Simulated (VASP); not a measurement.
A convergence study with VASP on BN (hex): one setting is varied, all else stays as given below, so the limit is that of these other settings.

```
BN
1.0
    1.25200    -2.16853     0.00000
    1.25200     2.16853     0.00000
    0.00000     0.00000     6.66000
B N
2 2
Direct
  0.33333   0.66667   0.25000
  0.66667   0.33333   0.75000
  0.66667   0.33333   0.25000
  0.33333   0.66667   0.75000
```

Computed with PBEsol GGA, VASP's PBE PAW potentials (set 64) (plane waves; VASP 6.6.1). The tightest run used: 700 eV cut-off, 19×19×7 Γ-centred mesh, tetrahedra with Blöchl corrections, potentials B N.

Task: The settings run are 4×4×1 mesh; 5×5×2 mesh; 6×6×2 mesh; 7×7×3 mesh; 8×8×3 mesh; 9×9×3 mesh; 10×10×4 mesh; 11×11×4 mesh; 12×12×4 mesh; 13×13×5 mesh; 14×14×5 mesh; 15×15×5 mesh; 16×16×6 mesh; 17×17×6 mesh; 18×18×7 mesh; 19×19×7 mesh. From which on does the stress (every component) stay within 0.2 GPa of the tightest run?

Result: From 5×5×2 mesh on: it is off by 0.09 there and by no more than 0.2 in any finer run, while 4×4×1 mesh is off by 3.12.
```csv
setting,E (eV/atom),pressure (GPa),irreducible k-points,difference judged (GPa)
4×4×1 mesh,-9.1103,1.41,4,3.12
5×5×2 mesh,-9.1418,0.64,10,0.09
6×6×2 mesh,-9.1453,0.59,14,0.05
7×7×3 mesh,-9.1455,0.59,16,0.00
8×8×3 mesh,-9.1456,0.59,20,0.00
9×9×3 mesh,-9.1456,0.59,24,0.00
10×10×4 mesh,-9.1456,0.59,42,0.00
11×11×4 mesh,-9.1457,0.59,48,0.00
12×12×4 mesh,-9.1457,0.59,57,0.00
13×13×5 mesh,-9.1457,0.59,63,0.00
14×14×5 mesh,-9.1457,0.59,72,0.00
15×15×5 mesh,-9.1457,0.59,81,0.00
16×16×6 mesh,-9.1457,0.59,120,0.00
17×17×6 mesh,-9.1457,0.59,132,0.00
18×18×7 mesh,-9.1457,0.59,148,0.00
19×19×7 mesh,-9.1457,0.59,160,0.00
```

Left out are rungs that failed or repeat a setting and relaxations that didn't move; long series are thinned to 24 rows.

The compound is BN in the hex structure. The cell was not relaxed at this level.
